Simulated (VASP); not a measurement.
# Ti2MnGeS4 (I-42m) in VASP: single point with r2SCAN

Aim: the single point of Ti2MnGeS4 with r2SCAN.

All numbers are computed with VASP 6.6.1; they aren't measurements. Logs are shortened: lines on timing, memory, paths and dates and some standing lists are left out, and cuts for length are marked.

## (1) The crystal as given

Symmetry: I-42m, No. 121, tetragonal system. Conventional cell: a = 5.396 Å, b = 5.396 Å, c = 10.574 Å, α = 90.00°, β = 90.00°, γ = 90.00°. Mn (site symmetry -42m) has 4 S at 2.44 Å as nearest neighbours. Ge (site symmetry -42m) is surrounded by 4 S at 2.19 Å. Around Ti (site symmetry -4) lie 4 S at 2.34 Å. Around S (site symmetry m) lie 1 Ge at 2.19 Å and 2 Ti at 2.34 Å and 1 Mn at 2.44 Å.

The cell was built by a generator and needn't be a form met in nature.

## (2) Single point, r2SCAN

POSCAR

```
Ti2MnGeS4
1.0
    0.0000000000      5.3961254100      0.0000000000
    5.3961254100      0.0000000000      0.0000000000
    2.6980627100      2.6980627100     -5.2870626800
Mn Ge Ti S
1 1 2 4
Direct
    0.0000000000      0.0000000000      0.0000000000
    0.5000000000      0.5000000000      0.0000000000
    0.7500000000      0.2500000000      0.5000000000
    0.2500000000      0.7500000000      0.5000000000
    0.3931000000      0.3931000000      0.7534000000
    0.6069000000      0.1465000000      0.2466000000
    0.8535000000      0.8535000000      0.7534000000
    0.1465000000      0.6069000000      0.2466000000
```

INCAR.step1

```
SYSTEM = Ti2MnGeS4
PREC     = Accurate       ! precision mode
ENCUT    = 520            ! plane-wave cutoff, eV
ISMEAR   = -5             ! smearing method
SIGMA    = 0.1            ! smearing width, eV
LREAL    = .False.        ! projectors in reciprocal space
LASPH    = .True.         ! aspherical terms in the spheres
NELM     = 100            ! most SCF steps
LMAXMIX  = 4              ! l up to which the mixer works
GGA      = PE             ! functional
ALGO     = Normal         ! electronic algorithm
EDIFF    = 1E-4           ! SCF threshold, eV
LWAVE    = .True.         ! write WAVECAR
LCHARG   = .False.        ! write CHGCAR
```

INCAR.step2

```
SYSTEM = Ti2MnGeS4
PREC     = Accurate       ! precision mode
ENCUT    = 520            ! plane-wave cutoff, eV
EDIFF    = 1E-6           ! SCF threshold, eV
ISMEAR   = -5             ! smearing method
SIGMA    = 0.1            ! smearing width, eV
LREAL    = .False.        ! projectors in reciprocal space
LASPH    = .True.         ! aspherical terms in the spheres
NELM     = 100            ! most SCF steps
ALGO     = Normal         ! electronic algorithm
ISIF     = 2              ! what is computed and relaxed
LWAVE    = .False.        ! write WAVECAR
LCHARG   = .False.        ! write CHGCAR
LMAXMIX  = 4              ! l up to which the mixer works
METAGGA  = R2SCAN         ! meta-GGA
LMIXTAU  = .True.       
LORBIT   = 11             ! projections on sites
ISTART   = 1
```

KPOINTS

```
regular mesh
0
Gamma
  5 5 5
  0 0 0
```

Potentials or basis: VASP PAW PBE potentials, release 64 (Mn_pv, Ge_d, Ti_sv, S).

Launch:

```sh
> cat potpaw_PBE.64/Mn_pv/POTCAR potpaw_PBE.64/Ge_d/POTCAR potpaw_PBE.64/Ti_sv/POTCAR potpaw_PBE.64/S/POTCAR > POTCAR
> cp INCAR.step1 INCAR
> mpirun -np 1 vasp_std > vasp.out
> cp INCAR.step2 INCAR
> mpirun -np 1 vasp_std > vasp.out
```

OUTCAR:

```text
SYSTEM = Ti2MnGeS4
   PREC = Accurate
   ENCUT = 520
   EDIFF = 1E-6
   ISMEAR = -5
   LREAL = .False.
   LASPH = .True.
   NELM = 100
   ISIF = 2
   METAGGA = R2SCAN
   LORBIT = 11
   ISTART = 1

 ion  position               nearest neighbor table
   1  0.000  0.000  0.000-   5 2.44   6 2.44   8 2.44   7 2.44
   2  0.500  0.500  0.000-   7 2.19   6 2.19   8 2.19   5 2.19
   3  0.750  0.250  0.500-   8 2.34   7 2.34   5 2.34   6 2.34
   4  0.250  0.750  0.500-   6 2.34   7 2.34   5 2.34   8 2.34
   5  0.393  0.393  0.753-   2 2.19   3 2.34   4 2.34   1 2.44
   6  0.607  0.147  0.247-   2 2.19   4 2.34   3 2.34   1 2.44
   7  0.853  0.853  0.753-   2 2.19   3 2.34   4 2.34   1 2.44
   8  0.147  0.607  0.247-   2 2.19   3 2.34   4 2.34   1 2.44

  LATTYP: Found a body centered tetragonal cell.
 ALAT       =     5.3961254100
 C/A-ratio  =     1.9595773924

  Lattice vectors:

 A1 = (  -2.6980627100,   2.6980627000,   5.2870626800)
 A2 = (   2.6980627000,  -2.6980627100,   5.2870626800)
 A3 = (   2.6980627100,   2.6980627100,  -5.2870626800)

Analysis of symmetry for initial positions (statically):
=====================================================================
 Subroutine PRICEL returns:
 Original cell was already a primitive cell.

 Routine SETGRP: Setting up the symmetry group for a
 body centered tetragonal supercell.

 Subroutine GETGRP returns: Found  8 space group operations
 (whereof  8 operations were pure point group operations)
 out of a pool of 16 trial point group operations.

The static configuration has the point symmetry D_2d.

Analysis of symmetry for dynamics (positions and initial velocities):
=====================================================================
 Subroutine PRICEL returns:
 Original cell was already a primitive cell.

 Routine SETGRP: Setting up the symmetry group for a
 body centered tetragonal supercell.

 Subroutine GETGRP returns: Found  8 space group operations
 (whereof  8 operations were pure point group operations)
 out of a pool of 16 trial point group operations.

The dynamic configuration has the point symmetry D_2d.

 Subroutine INISYM returns: Found  8 space group operations
 (whereof  8 operations are pure point group operations),
 and found     1 'primitive' translations

----------------------------------------------------------------------------------------

                                     Primitive cell

  volume of cell :     153.9496

  direct lattice vectors                    reciprocal lattice vectors
     0.000000000  5.396125410  0.000000000     0.000000000  0.185318154  0.094570470
     5.396125410  0.000000000  0.000000000     0.185318154  0.000000000  0.094570470
     2.698062710  2.698062710 -5.287062680     0.000000000  0.000000000 -0.189140939

  length of vectors
     5.396125410  5.396125410  6.520131636     0.208053820  0.208053820  0.189140939

  position of ions in fractional coordinates (direct lattice)
     0.000000000  0.000000000  0.000000000
     0.500000000  0.500000000  0.000000000
     0.750000000  0.250000000  0.500000000
     0.250000000  0.750000000  0.500000000
     0.393100000  0.393100000  0.753400000
     0.606900000  0.146500000  0.246600000
     0.853500000  0.853500000  0.753400000
     0.146500000  0.606900000  0.246600000

  ion indices of the primitive-cell ions
   primitive index   ion index
                 1           1
                 2           2
                 3           3
                 4           4
                 5           5
                 6           6
                 7           7
                 8           8

----------------------------------------------------------------------------------------

 KPOINTS: regular mesh

Automatic generation of k-mesh.
 Grid dimensions read from file:
 generate k-points for:    5    5    5

 Generating k-lattice:

  Cartesian coordinates                     Fractional coordinates (reciprocal lattice)
     0.000000000  0.037063631  0.018914094     0.200000000  0.000000000  0.000000000
     0.037063631  0.000000000  0.018914094     0.000000000  0.200000000  0.000000000
     0.000000000  0.000000000 -0.037828188     0.000000000  0.000000000  0.200000000

  Length of vectors
     0.041610764  0.041610764  0.037828188

  Shift w.r.t. Gamma in fractional coordinates (k-lattice)
     0.000000000  0.000000000  0.000000000

 TETIRR: Found    161 inequivalent tetrahedra from      750

 Subroutine IBZKPT returns following result:
 ===========================================

 Found     18 irreducible k-points:

 Following reciprocal coordinates:
            Coordinates               Weight
  0.000000  0.000000  0.000000      1.000000
  0.200000  0.000000  0.000000      8.000000
  0.400000  0.000000 -0.000000      8.000000
  0.200000  0.200000  0.000000      8.000000
  0.400000  0.200000 -0.000000     16.000000
 -0.400000  0.200000  0.000000     16.000000
[... 10 lines left out ...]
  0.000000  0.000000  0.400000      2.000000
 -0.200000  0.000000  0.400000      4.000000
   k-points           NKPTS =     18   k-points in BZ     NKDIM =     18   number of bands    NBANDS=     45
   number of dos      NEDOS =    301   number of ions     NIONS =      8
   total plane-waves  NPLWV =  76800
   dimension x,y,z NGX =    40 NGY =   40 NGZ =   48
   dimension x,y,z NGXF=    80 NGYF=   80 NGZF=   96
   ions per type =               1   1   2   4
   NGX,Y,Z   is equivalent  to a cutoff of  12.32, 12.32, 12.24 a.u.
   NGXF,Y,Z  is equivalent  to a cutoff of  24.65, 24.65, 24.48 a.u.
 SYSTEM =  Ti2MnGeS4
   PREC   = accura    normal or accurate (medium, high low for compatibility)
   ISTART =      1    job   : 0-new  1-cont  2-samecut
   ICHARG =      0    charge: 1-file 2-atom 10-const
   ISPIN  =      1    spin polarized calculation?
   LNONCOLLINEAR =      F non collinear calculations
   LSORBIT =      F    spin-orbit coupling
   LASPH  =      T    aspherical Exc in radial PAW
   ENCUT  =  520.0 eV  38.22 Ry    6.18 a.u.  10.03 10.03 12.12*2*pi/ulx,y,z
   NELM   =    100;   NELMIN=  2; NELMDL=  0     # of ELM steps
   EDIFF  = 0.1E-05   stopping-criterion for ELM
   LREAL  =      F    real-space projection
   EDIFFG = 0.1E-04   stopping-criterion for IOM
   NSW    =      0    number of steps for IOM
   IBRION =     -1    ionic relax: 0-MD 1-quasi-New 2-CG
   NFREE  =      0    steps in history (QN), initial steepest desc. (CG)
   ISIF   =      2    stress and relaxation
   ISYM   =      2    0-nonsym 1-usesym 2-fastsym
   POTIM  = 0.5000    time-step for ionic-motion
   TEBEG  =    0.0;   TEEND  =   0.0 temperature during run
   PSTRESS=    0.0 pullay stress
   NELECT =      75.0000    total number of electrons
   NUPDOWN=      -1.0000    fix difference up-down
   EMIN   =  10.00;   EMAX   =-10.00  energy-range for DOS
   EFERMI =   0.00;   METHOD = LEGACY
   ISMEAR =    -5;   SIGMA  =   0.10  broadening in eV -4-tet -1-fermi 0-gaus
   EFERMI_NEDOS =   21; number of points for ismear=-14 and -15
   IALGO  =     38    algorithm
   IMIX   =      4    mixing-type and parameters
     AMIX     =   0.40;   BMIX     =  1.00
     AMIX_MAG =   1.60;   BMIX_MAG =  1.00
  volume/ion in A,a.u.               =      19.24       129.86
  Fermi-wavevector in a.u.,A,eV,Ry     =   1.288158  2.434265 22.576835  1.659351
  Thomas-Fermi vector in A             =   2.420129
   LORBIT       =     11    0 simple, 1 ext, 2 COOP (PROOUT), +10 PAW based schemes
   METAGGA = R2SCAN    functional components
   LHFCALC =     F    Hartree Fock is set to
   AEXX    =    0.0000 exact exchange contribution
   IVDW    =     0    specifies the selected vdW correction
   LEPSILON=     F    determine dielectric tensor
   LRPA    =     F    only Hartree local field effects (RPA)
 non-spin polarized calculation
 Fermi weights with tetrahedron method with Bloechl corrections
  energy-cutoff  :      520.00
  volume of cell :      153.95
 maximum number of plane-waves:      4158
   NGX = 21   NGY = 21   NGZ = 25

 number of electron      75.0000007 magnetization

 Free energy of the ion-electron system (eV)
  ---------------------------------------------------
  ext. energy  EPLUGINS =         0.00000000
  ---------------------------------------------------
  free energy    TOTEN  =       -89.09104903 eV

  energy without entropy =      -89.09104903  energy(sigma->0) =      -89.09104903

 E-fermi :   6.7210     XC(G=0): -10.7998

 val. band max:        6.7265296742   @ k =  -0.4000   0.0000   0.2000
 cond. band min:       6.6631342990   @ k =  -0.4000   0.4000   0.0000
 fundamental gap:     -0.0633953752
 Fermi energy:         6.7209571451

 k-point     1 :       0.0000    0.0000    0.0000
  band No.  band energies     occupation
      1     -53.1556      2.00000
      2     -53.1524      2.00000
      3     -42.5278      2.00000
      4     -42.5278      2.00000
      5     -42.4871      2.00000
      6     -28.4837      2.00000
[... 37 lines left out ...]
     44       7.8331      0.00000
     45       8.1222      0.00000

 k-point     2 :       0.2000    0.0000    0.0000
  band No.  band energies     occupation
      1     -53.1553      2.00000
      2     -53.1527      2.00000
      3     -42.5278      2.00000
      4     -42.5278      2.00000
      5     -42.4872      2.00000
      6     -28.4827      2.00000
[... 760 lines left out ...]
 k-point    18 :      -0.2000    0.0000    0.4000
  band No.  band energies     occupation
      1     -53.1553      2.00000
      2     -53.1527      2.00000
      3     -42.5278      2.00000
      4     -42.5278      2.00000
      5     -42.4871      2.00000
      6     -28.4832      2.00000
[... 37 lines left out ...]
     44       8.0958      0.00000
     45       8.1850      0.00000

------------------------ aborting loop because EDIFF is reached ----------------------------------------

  FORCE on cell =-STRESS in cart. coord.  units (eV):
  Direction    XX          YY          ZZ          XY          YZ          ZX
  --------------------------------------------------------------------------------------
  -------------------------------------------------------------------------------------
  Total       -0.3176793     -0.3176793      2.4607238      0.0000000     -0.0000000     -0.0000000
  in kB       -3.3061376     -3.3061376     25.6091356      0.0000000     -0.0000000     -0.0000000
  external PRESSURE =       6.3322868 kB  Pullay stress =       0.0000000 kB

 VOLUME and BASIS-vectors are now :
 -----------------------------------------------------------------------------
  energy-cutoff  :      520.00
  volume of cell :      153.95
      direct lattice vectors                 reciprocal lattice vectors
     0.000000000  5.396125410  0.000000000     0.000000000  0.185318154  0.094570470
     5.396125410  0.000000000  0.000000000     0.185318154  0.000000000  0.094570470
     2.698062710  2.698062710 -5.287062680     0.000000000  0.000000000 -0.189140939

 POSITION                                       TOTAL-FORCE (eV/Angst)
 -----------------------------------------------------------------------------------
      0.00000      0.00000      0.00000        -0.000000      0.000000      0.000000
      2.69806      2.69806      0.00000        -0.000000      0.000000      0.000000
      2.69806      5.39613     -2.64353        -0.000000      0.000000      0.000000
      5.39613      2.69806     -2.64353        -0.000000      0.000000      0.000000
      4.15394      4.15394     -3.98327        -1.662435     -1.662435     -0.123506
      1.45587      3.94025     -1.30379        -1.662435      1.662435      0.123506
      6.63831      6.63831     -3.98327         1.662435      1.662435     -0.123506
      3.94025      1.45587     -1.30379         1.662435     -1.662435      0.123506
 -----------------------------------------------------------------------------------
    total drift:                               -0.000230     -0.000230      0.000059

  FREE ENERGIE OF THE ION-ELECTRON SYSTEM (eV)
  ---------------------------------------------------
  free  energy   TOTEN  =       -89.0910490344 eV

  energy  without entropy=      -89.0910490344  energy(sigma->0) =      -89.09104903

 total charge

# of ion       s       p       d       tot
------------------------------------------
    1        0.208   6.152   5.208  11.568
    2        1.180   1.206  10.193  12.579
    3        2.169   6.130   1.974  10.273
    4        2.169   6.130   1.974  10.273
    5        1.311   2.463   0.000   3.774
    6        1.311   2.463   0.000   3.774
    7        1.311   2.463   0.000   3.774
    8        1.311   2.463   0.000   3.774
--------------------------------------------------
tot         10.972  29.470  19.349  59.791
```

It took 7.9 min on 1 thread of Intel Xeon Platinum 8488C (Sapphire Rapids), shared host; peak memory 0.37 GiB.

Results:

- Free energy: -89.0910 eV
- Pressure: 0.6 GPa
- Largest force: 2.354 eV/Å
- Band gap on the k mesh: none (metal or under the smearing width)
- Valence electrons inside the program's atomic spheres: Mn 11.57; Ge 12.58; Ti 10.27; S 3.77

Forces in eV/Å, atoms in the order of the input:
```
Mn   0.000  0.000  0.000
Ge   0.000  0.000  0.000
Ti   0.000  0.000  0.000
Ti   0.000  0.000  0.000
S   -1.662 -1.662 -0.124
S   -1.662  1.662  0.124
S    1.662  1.662 -0.124
S    1.662 -1.662  0.124
```

Levels at points of the mesh, in eV from the Fermi level:
```
           k point  band 35  band 36  band 37  band 38  band 39  band 40
(0.00, 0.00, 0.00)    -0.73    -0.73    -0.49    -0.01     0.67     0.69
```

Caveat: the PAW data sets were made with another functional, which shifts forces and pressure a little; the run has no spin polarisation, though such a crystal can be magnetic; semilocal functionals often make such compounds metallic where correlation or magnetic order opens a gap, which also shifts bond lengths; tetrahedron occupations give inexact forces and stress in metals. With open d or f shells a metallic result of r2SCAN can be an artefact of self-interaction; +U or a hybrid may open a gap.
